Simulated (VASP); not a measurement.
Level of theory: LDA (Ceperley-Alder, Perdew-Zunger), VASP's LDA PAW potentials (set 64) (plane waves; VASP).

VASP ran on this input.

**INCAR**
```
! general
SYSTEM =Nb3Sn
PREC   =Accurate
ENCUT  =500   ! plane-wave cut-off (eV)
LREAL  =.FALSE.   ! projection in real space or not
LASPH  =.TRUE.

! electronic loop
EDIFF  =1E-6   ! SCF stop (eV)
NELM   =100
ALGO   =Normal
LMAXMIX=4   ! l cut-off of mixed one-centre charges

! smearing
ISMEAR =1   ! Methfessel-Paxton
SIGMA  =0.1

! ions
IBRION =2
NSW    =40   ! most ionic steps
ISIF   =3
EDIFFG =-0.02
PSTRESS=100

! output
LWAVE  =.FALSE.
LCHARG =.FALSE.
```

POSCAR:
```
Nb3Sn
1
    5.1369403208    -0.0000000000     0.0000000000
   -0.0000000000     5.1369403208    -0.0000000000
    0.0000000000     0.0000000000     5.1369403208
Nb Sn
6 2
Direct
  0.2500000000   0.0000000000   0.5000000000
  0.5000000000   0.2500000000   0.0000000000
  0.5000000000   0.7500000000   0.0000000000
  0.7500000000   0.0000000000   0.5000000000
  0.0000000000   0.5000000000   0.7500000000
  0.0000000000   0.5000000000   0.2500000000
  0.5000000000   0.5000000000   0.5000000000
  0.0000000000   0.0000000000   0.0000000000
```

KPOINTS:
```
Automatic mesh
0
Gamma
6 6 6
0 0 0
```

POTCAR, in this order: Nb_sv Sn_d (LDA.64 set). Program: vasp_std.

What VASP printed:

**OSZICAR**
```
       N       E                     dE             d eps       ncg     rms          rms(c)
DAV:   1     0.192911860621E+04    0.19291E+04   -0.49300E+04  2578   0.225E+03
DAV:   2     0.209126680870E+03   -0.17200E+04   -0.16873E+04  2776   0.903E+02
DAV:   3    -0.482065153188E+02   -0.25733E+03   -0.24742E+03  3500   0.295E+02
DAV:   4    -0.781817198606E+02   -0.29975E+02   -0.29225E+02  3928   0.905E+01
DAV:   5    -0.807647015882E+02   -0.25830E+01   -0.25643E+01  4704   0.223E+01    0.200E+01
DAV:   6    -0.783117312527E+02    0.24530E+01   -0.76415E+00  3784   0.150E+01    0.711E+00
DAV:   7    -0.780362358157E+02    0.27550E+00   -0.19187E+00  4048   0.736E+00    0.256E+00
DAV:   8    -0.780329897989E+02    0.32460E-02   -0.22021E-01  4088   0.237E+00    0.821E-01
DAV:   9    -0.780344607262E+02   -0.14709E-02   -0.36552E-02  4168   0.110E+00    0.365E-01
DAV:  10    -0.780346583630E+02   -0.19764E-03   -0.64319E-03  3760   0.390E-01    0.484E-02
DAV:  11    -0.780346509748E+02    0.73882E-05   -0.70092E-04  4368   0.162E-01    0.261E-02
DAV:  12    -0.780346483444E+02    0.26304E-05   -0.49061E-05  4128   0.394E-02    0.607E-03
DAV:  13    -0.780346479476E+02    0.39679E-06   -0.62402E-06  2696   0.155E-02
   1 F= -.69574013E+02 E0= -.69573116E+02  d E =-.695740E+02
```

**OUTCAR**
```
------------------------ aborting loop because EDIFF is reached ----------------------------------------
  FORCE on cell =-STRESS in cart. coord.  units (eV):
  Direction    XX          YY          ZZ          XY          YZ          ZX
  --------------------------------------------------------------------------------------
  Total        8.3417838      8.3417838      8.3417838     -0.0000000     -0.0000000      0.0000000
  in kB       98.5952403     98.5952403     98.5952403     -0.0000000     -0.0000000      0.0000000
  external PRESSURE =      -1.4047597 kB  Pullay stress =     100.0000000 kB
  volume of cell :      135.55
      direct lattice vectors                 reciprocal lattice vectors
     5.136940321  0.000000000  0.000000000     0.194668409  0.000000000  0.000000000
     0.000000000  5.136940321  0.000000000     0.000000000  0.194668409  0.000000000
     0.000000000  0.000000000  5.136940321     0.000000000  0.000000000  0.194668409
 POSITION                                       TOTAL-FORCE (eV/Angst)
 -----------------------------------------------------------------------------------
      1.28424      0.00000      2.56847        -0.000000      0.000000     -0.000000
      2.56847      1.28424      0.00000        -0.000000     -0.000000     -0.000000
      2.56847      3.85271      0.00000         0.000000      0.000000      0.000000
      3.85271      0.00000      2.56847         0.000000      0.000000      0.000000
      0.00000      2.56847      3.85271         0.000000      0.000000     -0.000000
      0.00000      2.56847      1.28424         0.000000     -0.000000      0.000000
      2.56847      2.56847      2.56847         0.000000     -0.000000      0.000000
      0.00000      0.00000      0.00000         0.000000     -0.000000      0.000000
 -----------------------------------------------------------------------------------
    total drift:                                0.000000     -0.000000      0.000000
  FREE ENERGIE OF THE ION-ELECTRON SYSTEM (eV)
  ---------------------------------------------------
  free  energy   TOTEN  =       -78.0346479476 eV

  energy  without entropy=      -78.0319583446  energy(sigma->0) =      -78.03375141
  enthalpy is  TOTEN    =       -69.5740125805 eV   P V=        8.4606353671

 reached required accuracy - stopping structural energy minimisation
```
(Selected blocks of OUTCAR.)

The compound is Nb3Sn in the A15 structure. It was relaxed first under an external pressure of 10 GPa.
